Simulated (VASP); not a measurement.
These are PBEsol GGA, VASP's PBE PAW potentials (set 64) (plane waves; VASP) values and carry that method's errors.

Input for VASP

POSCAR:
```
TaSb
1
    0.0000000000     3.3372000000     3.3372000000
    3.3372000000     0.0000000000     3.3372000000
    3.3372000000     3.3372000000     0.0000000000
Ta Sb
1 1
Direct
  0.0000000000   0.0000000000   0.0000000000
  0.5000000000   0.5000000000   0.5000000000
```

INCAR:
```
ISMEAR=1
LASPH=.TRUE.
NSW=60   # most ionic steps
SIGMA=0.1   # width (eV)
NELM=100
LCHARG=.FALSE.
ALGO=Normal
SYSTEM=TaSb
PREC=Accurate
LMAXMIX=6   # l cut-off of mixed one-centre charges
GGA=PS
EDIFFG=-0.01   # ionic stop
EDIFF=1E-6
LWAVE=.FALSE.
LREAL=.FALSE.
ENCUT=400
ISIF=3   # ions, shape and volume
IBRION=2   # conjugate gradients
```

**KPOINTS**
```
Automatic mesh
0
Gamma
9 9 9
0 0 0
```

POTCAR, in this order: Ta_pv Sb (PBE.64 set). Program: vasp_std.

What VASP printed:

**OSZICAR**
```
       N       E                     dE             d eps       ncg     rms          rms(c)
DAV:   1     0.433519743950E+02    0.43352E+02   -0.69831E+03  1016   0.905E+02
DAV:   2    -0.122075074685E+02   -0.55559E+02   -0.53131E+02  1004   0.186E+02
DAV:   3    -0.144927980995E+02   -0.22853E+01   -0.21848E+01  1108   0.330E+01
DAV:   4    -0.145715252763E+02   -0.78727E-01   -0.71680E-01  1124   0.505E+00
DAV:   5    -0.145749472547E+02   -0.34220E-02   -0.33919E-02  1228   0.777E-01    0.634E+00
DAV:   6    -0.128629898904E+02    0.17120E+01   -0.96968E+00   948   0.162E+01    0.182E+00
DAV:   7    -0.127850182775E+02    0.77972E-01   -0.66772E-01   992   0.476E+00    0.117E+00
DAV:   8    -0.127692858602E+02    0.15732E-01   -0.81446E-02  1092   0.176E+00    0.265E-01
DAV:   9    -0.127690633488E+02    0.22251E-03   -0.32684E-03  1036   0.448E-01    0.153E-01
DAV:  10    -0.127697928630E+02   -0.72951E-03   -0.77794E-04  1076   0.195E-01    0.168E-02
DAV:  11    -0.127698524658E+02   -0.59603E-04   -0.66333E-04  1136   0.307E-02    0.117E-02
DAV:  12    -0.127698516783E+02    0.78747E-06   -0.67367E-06   744   0.933E-03
   1 F= -.12769852E+02 E0= -.12770173E+02  d E =-.127699E+02
       N       E                     dE             d eps       ncg     rms          rms(c)
DAV:   1    -0.599347501256E+02   -0.47165E+02   -0.10799E+03   844   0.309E+02    0.542E+01
DAV:   2    -0.238141405639E+02    0.36121E+02   -0.75533E+01   908   0.114E+02    0.179E+01
DAV:   3    -0.155646422528E+02    0.82495E+01   -0.20309E+01   896   0.521E+01    0.968E+00
DAV:   4    -0.151093110197E+02    0.45533E+00   -0.17311E+00   864   0.113E+01    0.281E+00
DAV:   5    -0.150329600962E+02    0.76351E-01   -0.29836E-01   964   0.630E+00    0.164E+00
DAV:   6    -0.150356061090E+02   -0.26460E-02   -0.21537E-02   968   0.130E+00    0.236E-01
DAV:   7    -0.150354118919E+02    0.19422E-03   -0.14361E-03   952   0.306E-01    0.104E-01
DAV:   8    -0.150354218323E+02   -0.99404E-05   -0.35887E-05   972   0.576E-02    0.324E-02
DAV:   9    -0.150354235564E+02   -0.17241E-05   -0.72790E-06   944   0.199E-02    0.634E-03
DAV:  10    -0.150354234546E+02    0.10183E-06   -0.22280E-07   456   0.479E-03
   2 F= -.15035423E+02 E0= -.15035552E+02  d E =-.226557E+01
       N       E                     dE             d eps       ncg     rms          rms(c)
DAV:   1    -0.200638307435E+02   -0.50284E+01   -0.12192E+02   868   0.141E+02    0.153E+01
DAV:   2    -0.163899843844E+02    0.36738E+01   -0.11127E+01   860   0.310E+01    0.421E+00
DAV:   3    -0.160177201342E+02    0.37226E+00   -0.65707E-01   968   0.733E+00    0.193E+00
DAV:   4    -0.159172766127E+02    0.10044E+00   -0.32194E-01   956   0.459E+00    0.500E-01
DAV:   5    -0.159184348553E+02   -0.11582E-02   -0.70548E-03  1012   0.789E-01    0.423E-01
DAV:   6    -0.159195705700E+02   -0.11357E-02   -0.18773E-03  1000   0.398E-01    0.882E-02
DAV:   7    -0.159195816208E+02   -0.11051E-04   -0.91918E-05   944   0.915E-02    0.532E-02
DAV:   8    -0.159195756252E+02    0.59957E-05   -0.21224E-05   896   0.302E-02    0.778E-03
DAV:   9    -0.159195756614E+02   -0.36203E-07   -0.11079E-06   548   0.105E-02
   3 F= -.15919576E+02 E0= -.15919125E+02  d E =-.314972E+01
       N       E                     dE             d eps       ncg     rms          rms(c)
DAV:   1    -0.159361267099E+02   -0.16551E-01   -0.34386E-01   868   0.684E+00    0.818E-01
DAV:   2    -0.159255104818E+02    0.10616E-01   -0.23810E-02   872   0.152E+00    0.232E-01
DAV:   3    -0.159240531978E+02    0.14573E-02   -0.25738E-03   960   0.477E-01    0.816E-02
DAV:   4    -0.159238383924E+02    0.21481E-03   -0.68093E-04   916   0.218E-01    0.349E-02
DAV:   5    -0.159238427756E+02   -0.43832E-05   -0.16778E-05   992   0.384E-02    0.277E-02
DAV:   6    -0.159238470376E+02   -0.42620E-05   -0.32657E-06   936   0.158E-02    0.571E-03
DAV:   7    -0.159238476330E+02   -0.59541E-06   -0.42222E-07   428   0.564E-03
   4 F= -.15923848E+02 E0= -.15923448E+02  d E =-.315400E+01
       N       E                     dE             d eps       ncg     rms          rms(c)
DAV:   1    -0.159344105489E+02   -0.10564E-01   -0.31675E-01   872   0.659E+00    0.793E-01
DAV:   2    -0.159246694711E+02    0.97411E-02   -0.21706E-02   876   0.146E+00    0.225E-01
DAV:   3    -0.159233220076E+02    0.13475E-02   -0.23943E-03   960   0.463E-01    0.783E-02
DAV:   4    -0.159231256348E+02    0.19637E-03   -0.61671E-04   916   0.208E-01    0.334E-02
DAV:   5    -0.159231295517E+02   -0.39169E-05   -0.15250E-05   992   0.367E-02    0.267E-02
DAV:   6    -0.159231334388E+02   -0.38872E-05   -0.29276E-06   940   0.151E-02    0.549E-03
DAV:   7    -0.159231340075E+02   -0.56871E-06   -0.39073E-07   436   0.543E-03
   5 F= -.15923134E+02 E0= -.15922770E+02  d E =-.315328E+01
       N       E                     dE             d eps       ncg     rms          rms(c)
DAV:   1    -0.159508085116E+02   -0.27675E-01   -0.80645E-01   872   0.106E+01    0.125E+00
DAV:   2    -0.159258680318E+02    0.24940E-01   -0.57528E-02   876   0.233E+00    0.350E-01
DAV:   3    -0.159225980187E+02    0.32700E-02   -0.55123E-03   968   0.695E-01    0.126E-01
DAV:   4    -0.159220486706E+02    0.54935E-03   -0.16786E-03   940   0.346E-01    0.548E-02
DAV:   5    -0.159220559112E+02   -0.72406E-05   -0.38239E-05  1008   0.580E-02    0.419E-02
DAV:   6    -0.159220602364E+02   -0.43252E-05   -0.80049E-06   996   0.253E-02    0.915E-03
DAV:   7    -0.159220599747E+02    0.26176E-06   -0.73772E-07   492   0.720E-03
   6 F= -.15922060E+02 E0= -.15921634E+02  d E =0.107403E-02
       N       E                     dE             d eps       ncg     rms          rms(c)
DAV:   1    -0.159341071751E+02   -0.12047E-01   -0.27943E-01   868   0.617E+00    0.740E-01
DAV:   2    -0.159254945047E+02    0.86127E-02   -0.19226E-02   872   0.137E+00    0.210E-01
DAV:   3    -0.159243097353E+02    0.11848E-02   -0.20896E-03   964   0.430E-01    0.736E-02
DAV:   4    -0.159241350320E+02    0.17470E-03   -0.55074E-04   920   0.197E-01    0.315E-02
DAV:   5    -0.159241387547E+02   -0.37227E-05   -0.13473E-05   996   0.344E-02    0.249E-02
DAV:   6    -0.159241422662E+02   -0.35115E-05   -0.25667E-06   924   0.140E-02    0.533E-03
DAV:   7    -0.159241428142E+02   -0.54798E-06   -0.32848E-07   424   0.505E-03
   7 F= -.15924143E+02 E0= -.15923756E+02  d E =-.100881E-02
```

**OUTCAR**
```
------------------------ aborting loop because EDIFF is reached ----------------------------------------
  FORCE on cell =-STRESS in cart. coord.  units (eV):
  Direction    XX          YY          ZZ          XY          YZ          ZX
  --------------------------------------------------------------------------------------
  Total        0.0001793      0.0001793      0.0001793      0.0000000     -0.0000000      0.0000000
  in kB        0.0065987      0.0065987      0.0065987      0.0000000     -0.0000000      0.0000000
  external PRESSURE =       0.0065987 kB  Pullay stress =       0.0000000 kB
  volume of cell :       43.54
      direct lattice vectors                 reciprocal lattice vectors
     0.000000000  2.792298466  2.792298466    -0.179063953  0.179063953  0.179063953
     2.792298466 -0.000000000  2.792298466     0.179063953 -0.179063953  0.179063953
     2.792298466  2.792298466  0.000000000     0.179063953  0.179063953 -0.179063953
 POSITION                                       TOTAL-FORCE (eV/Angst)
 -----------------------------------------------------------------------------------
      0.00000      0.00000      0.00000        -0.000000     -0.000000     -0.000000
      2.79230      2.79230      2.79230         0.000000      0.000000      0.000000
 -----------------------------------------------------------------------------------
    total drift:                                0.000000     -0.000000     -0.000000
  FREE ENERGIE OF THE ION-ELECTRON SYSTEM (eV)
  ---------------------------------------------------
  free  energy   TOTEN  =       -15.9241428142 eV

  energy  without entropy=      -15.9229834604  energy(sigma->0) =      -15.92375636

 reached required accuracy - stopping structural energy minimisation
```
(Selected blocks of OUTCAR.)

### CONTCAR
```
TaSb
   1.00000000000000
     0.0000000000000000    2.7922984663105526    2.7922984663105526
     2.7922984663105526   -0.0000000000000000    2.7922984663105526
     2.7922984663105526    2.7922984663105526    0.0000000000000000
  Ta              Sb
     1     1
Direct
     0.0000000000000000    0.0000000000000000    0.0000000000000000
     0.5000000000000000    0.5000000000000000    0.5000000000000000
```

Energy and stress use the plane-wave basis of the starting cell.

The structure was generated: TaSb was put into the rock salt type (Fm-3m), which need not be its known phase. This run relaxes it. Symmetry was kept, so distortions that lower it aren't found. VASP warned that the highest band is occupied, so more bands are needed.
